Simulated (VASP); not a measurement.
Crystal: MnRuN2.

```xyz
4
Lattice="-2.1683 2.1683 2.6116 2.1683 -2.1683 2.6116 2.1683 2.1683 -2.6116" Properties=species:S:1:pos:R:3 pbc="T T T"
Mn    2.1683    0.0000    1.3058
Ru    0.0000    0.0000    2.6116
N     0.0000    0.0000    0.0000
N     0.0000    2.1683    1.3058
```

The cell was built by a generator and needn't be a form met in nature.

- Program: VASP 6.6.1
- Task: relaxation of cell and atoms
- Functional: PBE
- Potentials or basis: VASP PAW PBE potentials, release 64 (Mn_pv, Ru_pv, N)
- Cutoff: 520 eV
- k mesh: 5 × 5 × 5
- Occupations: gaussian, width 0.15 eV
- Spin: collinear spin, ferromagnetic start
- Starting moments: [4.0, 1.0, 0.0, 0.0] μB

At the start: pressure -29.7 GPa; volume 12.28 Å³/atom.

Task: How do energy, volume and symmetry change on relaxing?

Result: Over 21 steps the energy falls by 1094.9 meV/atom and the volume is 10.85 Å³/atom (-11.6 %); space group I-4m2 (No. 119, to 0.05 Å); moment 1.43 μB per cell.

Step by step:
| step | energy change (eV) | largest force (eV/Å) | pressure (GPa) | volume (Å³) |
| --- | --- | --- | --- | --- |
| 1 | 0.0000 | 0.0000 | -29.72 | 49.11 |
| 2 | -1.2176 | 0.0000 | 33.47 | 34.56 |
| 3 | -1.4509 | 0.0000 | 3.91 | 37.92 |
| 4 | -2.2751 | 0.0000 | 8.38 | 36.99 |
| 5 | 4.4356 | 0.0000 | 220.06 | 32.11 |
| 6 | -2.5940 | 0.0000 | 8.89 | 36.61 |
| 7 | -3.1320 | 0.0000 | 57.48 | 34.68 |
| 8 | -3.2632 | 0.0000 | 33.55 | 35.39 |
| 9 | -3.2670 | 0.0000 | 40.70 | 35.16 |
| 10 | -3.4733 | 0.0000 | 41.75 | 35.74 |
| 11 | -3.3712 | 0.0000 | 55.81 | 37.34 |
| 12 | -3.6001 | 0.0000 | 46.60 | 36.43 |
| 13 | -3.9338 | 0.0000 | 32.43 | 37.93 |
| 14 | -4.3556 | 0.0000 | 5.42 | 42.03 |
| 15 | -4.3764 | 0.0000 | 0.38 | 43.13 |
| 16 | -4.3767 | 0.0000 | -0.82 | 43.43 |
| 17 | -4.3769 | 0.0000 | -0.64 | 43.28 |
| 18 | -4.3786 | 0.0000 | -0.16 | 43.34 |
| 19 | -4.3796 | 0.0000 | 0.71 | 43.51 |
| 20 | -4.3799 | 0.0000 | 0.59 | 43.48 |
| 21 | -4.3797 | 0.0000 | -0.01 | 43.41 |

Final structure:
```
Mn Ru N
1.0
    -2.42787    2.42787    1.84109
     2.42787   -2.42787    1.84109
     2.42787    2.42787   -1.84109
Mn Ru N
1 1 2
Direct
  0.25000 0.75000 0.50000
  0.50000 0.50000 0.00000
  0.00000 0.00000 0.00000
  0.75000 0.25000 0.50000
```

Caveat: the k mesh is coarse (spacing up to 0.41 Å⁻¹), so the values aren't converged; a cell with one magnetic atom can't hold antiferromagnetic order, which such compounds often take; the relaxation stopped at a loose force limit of 0.08 eV/Å, so its end isn't a converged minimum.
